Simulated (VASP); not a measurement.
An input for Quantum ESPRESSO's pw.x (written as the equivalent of a VASP run, and not itself run):

```
&CONTROL
  calculation = 'scf'
  pseudo_dir = './pseudo'
  outdir = './out'
  tprnfor = .true.
  tstress = .true.
/
&SYSTEM
  ibrav = 0
  nat = 2
  ntyp = 2
  ecutwfc = 62.5
  occupations = 'smearing'
  smearing = 'gaussian'
  degauss = 0.003675
  input_dft = 'pbe'
/
&ELECTRONS
  conv_thr = 7.3e-08
  electron_maxstep = 100
/
ATOMIC_SPECIES
  Pb 207.200 Pb.upf
  S 32.060 S.upf
CELL_PARAMETERS angstrom
     0.0000000    3.0024808    3.0024808
     3.0024808    0.0000000    3.0024808
     3.0024808    3.0024808    0.0000000
ATOMIC_POSITIONS crystal
  Pb   0.0000000  0.0000000  0.0000000
  S    0.5000000  0.5000000  0.5000000
K_POINTS automatic
  7 7 7 0 0 0
```

### Question
Write the VASP files for the same calculation (PBE).

### Answer
One answer among several that fit: 
File KPOINTS:
```
K-points
0
G
 7 7 7
```

INCAR:
```
NELM  =  100   # most electronic steps
GGA  =  PE   # PBE
LCHARG  =  .TRUE.
SIGMA  =  0.05   # width (eV)
LMAXMIX  =  4   # l cut-off of mixed one-centre charges
SYSTEM  =  PbS
LREAL  =  .FALSE.   # projection in real space or not
ALGO  =  Normal   # blocked Davidson
LASPH  =  .TRUE.   # aspherical one-centre terms
LWAVE  =  .FALSE.
ISMEAR  =  0   # Gaussian
ENCUT  =  520
PREC  =  Accurate
EDIFF  =  1E-6
```

### POSCAR
```
PbS
1
    0.0000000000     3.0024808368     3.0024808368
    3.0024808368     0.0000000000     3.0024808368
    3.0024808368     3.0024808368     0.0000000000
Pb S
1 1
Direct
  0.0000000000   0.0000000000   0.0000000000
  0.5000000000   0.5000000000   0.5000000000
```

POTCAR, in this order: Pb_d S (PBE.64 set). Program: vasp_std.

What does not carry over: the potentials are each code's own (VASP's PAW set, PseudoDojo norm-conserving files in pw.x), so ENCUT and ecutwfc are chosen apart and not converted; conv_thr bounds pw.x's estimated SCF error, while EDIFF bounds the energy change between steps.

The compound is PbS in the rock salt structure. It was relaxed first.
